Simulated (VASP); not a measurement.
Calculation: LDA (Ceperley-Alder, Perdew-Zunger), VASP's LDA PAW potentials (set 64) (plane waves; VASP).

Input for VASP

**KPOINTS**
```
K-points
0
Gamma
 6 6 6
```

File POSCAR:
```
BaTiO3
1.0
  3.7431506452   0.0000000000   0.0000000000
  0.0000000000   3.7431506452   0.0000000000
  0.0000000000   0.0000000000   3.7431506452
Ba Ti O
1 1 3
Cart
  0.0000000000   0.0000000000   0.0000000000
  1.8715753226   1.8715753226   1.8715753226
  1.8715753226   0.0000000000   1.8715753226
  0.0000000000   1.8715753226   1.8715753226
  1.8715753226   1.8715753226   0.0000000000
```

**INCAR**
```
ALGO  =  Normal
EDIFF  =  1E-6
EDIFFG  =  -0.02
ENCUT  =  620
IBRION  =  2
ISIF  =  3
ISMEAR  =  0
LASPH  =  T
LCHARG  =  F
LMAXMIX  =  4
LREAL  =  F
LWAVE  =  F
NELM  =  100
NSW  =  40
PREC  =  Accurate
PSTRESS  =  450
SIGMA  =  0.05
SYSTEM  =  BaTiO3
```

POTCAR, in this order: Ba_sv Ti_sv O (LDA.64 set). Program: vasp_std.

The resulting files:

**OSZICAR**
```
       N       E                     dE             d eps       ncg     rms          rms(c)
DAV:   1     0.497933275939E+03    0.49793E+03   -0.24345E+04   960   0.213E+03
DAV:   2     0.573524060071E+00   -0.49736E+03   -0.48924E+03  1136   0.547E+02
DAV:   3    -0.509109013179E+02   -0.51484E+02   -0.50431E+02  1400   0.158E+02
DAV:   4    -0.529881314689E+02   -0.20772E+01   -0.20762E+01  1352   0.298E+01
DAV:   5    -0.530450757654E+02   -0.56944E-01   -0.56943E-01  1296   0.427E+00    0.303E+01
DAV:   6    -0.429831945787E+02    0.10062E+02   -0.63307E+01  1352   0.864E+01    0.127E+01
DAV:   7    -0.430798889140E+02   -0.96694E-01   -0.74758E+00  1192   0.224E+01    0.876E+00
DAV:   8    -0.430589872713E+02    0.20902E-01   -0.11585E+00  1360   0.114E+01    0.185E+00
DAV:   9    -0.430324613332E+02    0.26526E-01   -0.21638E-01  1320   0.508E+00    0.800E-01
DAV:  10    -0.430341990050E+02   -0.17377E-02   -0.10912E-01  1264   0.251E+00    0.627E-01
DAV:  11    -0.430290085875E+02    0.51904E-02   -0.40718E-02  1328   0.142E+00    0.138E-01
DAV:  12    -0.430288900539E+02    0.11853E-03   -0.16721E-03  1232   0.446E-01    0.329E-02
DAV:  13    -0.430289013247E+02   -0.11271E-04   -0.23223E-04  1288   0.110E-01    0.201E-02
DAV:  14    -0.430288986615E+02    0.26633E-05   -0.39545E-05  1368   0.458E-02    0.300E-03
DAV:  15    -0.430288988623E+02   -0.20088E-06   -0.32407E-06  1064   0.185E-02
   1 F= -.28298522E+02 E0= -.28298522E+02  d E =-.282985E+02
```

File OUTCAR:
```
------------------------ aborting loop because EDIFF is reached ----------------------------------------
  FORCE on cell =-STRESS in cart. coord.  units (eV):
  Direction    XX          YY          ZZ          XY          YZ          ZX
  --------------------------------------------------------------------------------------
  Total       14.7112908     14.7112908     14.7112908      0.0000000      0.0000000      0.0000000
  in kB      449.4169481    449.4169481    449.4169481      0.0000000      0.0000000      0.0000000
  external PRESSURE =      -0.5830519 kB  Pullay stress =     450.0000000 kB
  volume of cell :       52.45
      direct lattice vectors                 reciprocal lattice vectors
     3.743150645  0.000000000  0.000000000     0.267154623  0.000000000  0.000000000
     0.000000000  3.743150645  0.000000000     0.000000000  0.267154623  0.000000000
     0.000000000  0.000000000  3.743150645     0.000000000  0.000000000  0.267154623
 POSITION                                       TOTAL-FORCE (eV/Angst)
 -----------------------------------------------------------------------------------
      0.00000      0.00000      0.00000         0.000000      0.000000      0.000000
      1.87158      1.87158      1.87158         0.000000      0.000000      0.000000
      1.87158      0.00000      1.87158         0.000000      0.000000      0.000000
      0.00000      1.87158      1.87158         0.000000      0.000000      0.000000
      1.87158      1.87158      0.00000         0.000000      0.000000      0.000000
 -----------------------------------------------------------------------------------
    total drift:                                0.000000      0.000000     -0.000000
  FREE ENERGIE OF THE ION-ELECTRON SYSTEM (eV)
  ---------------------------------------------------
  free  energy   TOTEN  =       -43.0288988623 eV

  energy  without entropy=      -43.0288988623  energy(sigma->0) =      -43.02889886
  enthalpy is  TOTEN    =       -28.2985223030 eV   P V=       14.7303765594

 reached required accuracy - stopping structural energy minimisation
```
(Selected blocks of OUTCAR.)

The compound is BaTiO3 in the cubic perovskite structure, the ideal cubic form; the compound distorts at low or room temperature. It was relaxed first under an external pressure of 45 GPa.
